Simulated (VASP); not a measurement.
Data:

```xyz
3
Lattice="0.0000 2.9790 2.9790 2.9790 0.0000 2.9790 2.9790 2.9790 0.0000" Properties=species:S:1:pos:R:3 pbc="T T T"
Li     1.4895     1.4895     1.4895
Li     4.4685     4.4685     4.4685
Se     5.9580     5.9580     5.9580
```

These are PBEsol GGA with spin-orbit coupling, VASP's PBE PAW potentials (set 64) (plane waves; VASP) values and carry that method's errors. Numerical set-up: 520 eV cut-off, 6×6×6 Γ-centred mesh, Gaussian smearing of 0.050 eV, potentials Li_sv Se.

Question: Give the energies of bands 7 to 19 at the high-symmetry points, in eV from the valence-band maximum.

Answer: 
| band | Γ | X | U | L | W |
|---|---|---|---|---|---|
| 7 | -0.39 | -2.50 | -2.38 | -3.15 | -2.23 |
| 8 | -0.39 | -2.50 | -2.38 | -3.15 | -2.23 |
| 9 | 0.00 | -1.70 | -2.20 | -0.79 | -2.01 |
| 10 | 0.00 | -1.70 | -2.20 | -0.79 | -2.01 |
| 11 | 0.00 | -1.54 | -1.34 | -0.56 | -1.92 |
| 12 | 0.00 | -1.54 | -1.34 | -0.56 | -1.92 |
| 13 | 3.22 | 2.69 | 3.86 | 5.00 | 4.93 |
| 14 | 3.22 | 2.69 | 3.86 | 5.00 | 4.93 |
| 15 | 5.45 | 6.07 | 7.15 | 5.76 | 6.22 |
| 16 | 5.45 | 6.07 | 7.15 | 5.76 | 6.22 |
| 17 | 5.45 | 10.14 | 8.33 | 5.77 | 7.95 |
| 18 | 5.45 | 10.14 | 8.33 | 5.77 | 7.95 |
| 19 | 5.45 | 10.33 | 8.81 | 7.75 | 7.97 |

The gap is indirect, 2.69 eV, from the valence maximum at Γ to the conduction minimum at X.

The compound is Li2Se in the antifluorite structure. It was relaxed first.
